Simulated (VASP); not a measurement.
Output of a VASP run:

**OUTCAR**
```
 ion  position               nearest neighbor table
   1  0.000  0.000  0.000-   2 2.40   2 2.40   2 2.40   2 2.40   2 2.40   2 2.40
   2  0.500  0.500  0.500-   1 2.40   1 2.40   1 2.40   1 2.40   1 2.40   1 2.40
  LATTYP: Found a face centered cubic cell.
 ALAT       =     4.8100000000
 Subroutine PRICEL returns:
 Original cell was already a primitive cell.
 Subroutine GETGRP returns: Found 48 space group operations
The static configuration has the point symmetry O_h .
The dynamic configuration has the point symmetry O_h .
 Subroutine INISYM returns: Found 48 space group operations
 Subroutine IBZKPT returns following result:
 Found     72 irreducible k-points:

 Following reciprocal coordinates:
            Coordinates               Weight
  0.000000  0.000000  0.000000      1.000000
  0.083333  0.000000  0.000000      8.000000
  0.166667  0.000000  0.000000      8.000000
  0.250000  0.000000  0.000000      8.000000
  0.333333  0.000000  0.000000      8.000000
  0.416667  0.000000  0.000000      8.000000
  0.500000  0.000000  0.000000      4.000000
  0.083333  0.083333  0.000000      6.000000
  0.166667  0.083333  0.000000     24.000000
  0.250000  0.083333  0.000000     24.000000
  0.333333  0.083333  0.000000     24.000000
  0.416667  0.083333  0.000000     24.000000
  0.500000  0.083333  0.000000     24.000000
 -0.416667  0.083333  0.000000     24.000000
 -0.333333  0.083333  0.000000     24.000000
 -0.250000  0.083333  0.000000     24.000000
 -0.166667  0.083333  0.000000     24.000000
 -0.083333  0.083333  0.000000     12.000000
  0.166667  0.166667  0.000000      6.000000
  0.250000  0.166667  0.000000     24.000000
  0.333333  0.166667  0.000000     24.000000
  0.416667  0.166667  0.000000     24.000000
  0.500000  0.166667  0.000000     24.000000
 -0.416667  0.166667  0.000000     24.000000
 -0.333333  0.166667  0.000000     24.000000
 -0.250000  0.166667  0.000000     24.000000
 -0.166667  0.166667  0.000000     12.000000
  0.250000  0.250000  0.000000      6.000000
  0.333333  0.250000  0.000000     24.000000
  0.416667  0.250000  0.000000     24.000000
  0.500000  0.250000  0.000000     24.000000
 -0.416667  0.250000  0.000000     24.000000
 -0.333333  0.250000  0.000000     24.000000
 -0.250000  0.250000  0.000000     12.000000
  0.333333  0.333333  0.000000      6.000000
  0.416667  0.333333  0.000000     24.000000
  0.500000  0.333333  0.000000     24.000000
 -0.416667  0.333333  0.000000     24.000000
 -0.333333  0.333333  0.000000     12.000000
  0.416667  0.416667  0.000000      6.000000
   k-points           NKPTS =     72   k-points in BZ     NKDIM =     72   number of bands    NBANDS=     12
   number of dos      NEDOS =    301   number of ions     NIONS =      2
   total plane-waves  NPLWV =  13824
   dimension x,y,z NGX =    24 NGY =   24 NGZ =   24
   dimension x,y,z NGXF=    48 NGYF=   48 NGZF=   48
   ions per type =               1   1
   PREC   = accura    normal or accurate (medium, high low for compatibility)
   ISTART =      0    job   : 0-new  1-cont  2-samecut
   ICHARG =      2    charge: 1-file 2-atom 10-const
   ISPIN  =      1    spin polarized calculation?
   LNONCOLLINEAR =      F non collinear calculations
   LSORBIT =      F    spin-orbit coupling
   INIWAV =      1    electr: 0-lowe 1-rand  2-diag
   ENCUT  =  400.0 eV  29.40 Ry    5.42 a.u.   5.55  5.55  5.55*2*pi/ulx,y,z
   NELM   =    100;   NELMIN=  2; NELMDL= -5     # of ELM steps
   EDIFF  = 0.1E-05   stopping-criterion for ELM
   LREAL  =      F    real-space projection
   NLSPLINE    = F    spline interpolate recip. space projectors
   LMAXMIX     =    2 max onsite mixed and CHGCAR
   VOSKOWN=      0    Vosko Wilk Nusair interpolation
   EDIFFG = 0.1E-04   stopping-criterion for IOM
   NSW    =      0    number of steps for IOM
   NBLOCK =      1;   KBLOCK =      1    inner block; outer block
   IBRION =     -1    ionic relax: 0-MD 1-quasi-New 2-CG
...
```

**OSZICAR**
```
       N       E                     dE             d eps       ncg     rms          rms(c)
DAV:   1     0.111570142070E+03    0.11157E+03   -0.74988E+03  1728   0.112E+03
DAV:   2    -0.905032381291E+01   -0.12062E+03   -0.11378E+03  2128   0.303E+02
DAV:   3    -0.143343941632E+02   -0.52841E+01   -0.52484E+01  2216   0.660E+01
DAV:   4    -0.144983734598E+02   -0.16398E+00   -0.16389E+00  2444   0.105E+01
DAV:   5    -0.145005546255E+02   -0.21812E-02   -0.21811E-02  2216   0.116E+00    0.843E+00
DAV:   6    -0.128619315437E+02    0.16386E+01   -0.83007E+00  2000   0.267E+01    0.360E+00
DAV:   7    -0.128262744791E+02    0.35657E-01   -0.67185E-01  2380   0.787E+00    0.176E+00
DAV:   8    -0.128255048469E+02    0.76963E-03   -0.79254E-02  1904   0.315E+00    0.426E-01
DAV:   9    -0.128234009528E+02    0.21039E-02   -0.24852E-02  2164   0.128E+00    0.136E-01
DAV:  10    -0.128238374241E+02   -0.43647E-03   -0.21809E-03  1848   0.467E-01    0.260E-02
DAV:  11    -0.128238839318E+02   -0.46508E-04   -0.34705E-04  2456   0.154E-01    0.286E-02
DAV:  12    -0.128238708514E+02    0.13080E-04   -0.53935E-05  2020   0.797E-02    0.450E-03
DAV:  13    -0.128238704810E+02    0.37038E-06   -0.38497E-06  2196   0.186E-02
   1 F= -.12823870E+02 E0= -.12823870E+02  d E =-.878349E-10
```

OUTCAR:
```
------------------------ aborting loop because EDIFF is reached ----------------------------------------
  FORCE on cell =-STRESS in cart. coord.  units (eV):
  Direction    XX          YY          ZZ          XY          YZ          ZX
  --------------------------------------------------------------------------------------
  Total       -0.2456091     -0.2456091     -0.2456091      0.0000000      0.0000000      0.0000000
  in kB      -14.1442455    -14.1442455    -14.1442455      0.0000000      0.0000000      0.0000000
  external PRESSURE =     -14.1442455 kB  Pullay stress =       0.0000000 kB
  volume of cell :       27.82
      direct lattice vectors                 reciprocal lattice vectors
     0.000000000  2.405000000  2.405000000    -0.207900208  0.207900208  0.207900208
     2.405000000  0.000000000  2.405000000     0.207900208 -0.207900208  0.207900208
     2.405000000  2.405000000  0.000000000     0.207900208  0.207900208 -0.207900208
  FREE ENERGIE OF THE ION-ELECTRON SYSTEM (eV)
  ---------------------------------------------------
  free  energy   TOTEN  =       -12.8238704810 eV

  energy  without entropy=      -12.8238704809  energy(sigma->0) =      -12.82387048
```
(Selected blocks of OUTCAR.)

### POSCAR
```
CaO
1
    0.0000000000     2.4050000000     2.4050000000
    2.4050000000     0.0000000000     2.4050000000
    2.4050000000     2.4050000000     0.0000000000
Ca O
1 1
Direct
  0.0000000000   0.0000000000   0.0000000000
  0.5000000000   0.5000000000   0.5000000000
```

**Question.** Write an INCAR and KPOINTS that could have produced this output.

**Answer.** One answer among several that fit: the input of the run itself, PBE GGA, plane waves, VASP's PBE PAW potentials (set 64).

File KPOINTS:
```
K-points
0
G
  12 12 12
0 0 0
```

### INCAR
```
GGA=PE   # PBE
LREAL=F
NELM=100
LWAVE=F
ENCUT=400
SYSTEM=CaO
LASPH=T   # aspherical one-centre terms
ISIF=2   # forces and stress, cell fixed
ALGO=Normal   # blocked Davidson
LCHARG=F
EDIFF=1E-6   # SCF stop (eV)
PREC=Accurate
SIGMA=0.05
ISMEAR=-1   # Fermi-Dirac
```

POTCAR, in this order: Ca_sv O (PBE.64 set). Program: vasp_std.

At this cut-off the stress carries a Pulay error, which pulls relaxed volumes low.

The structure is a typed CaO crystal (Fm-3m). The cell was not relaxed at this level.
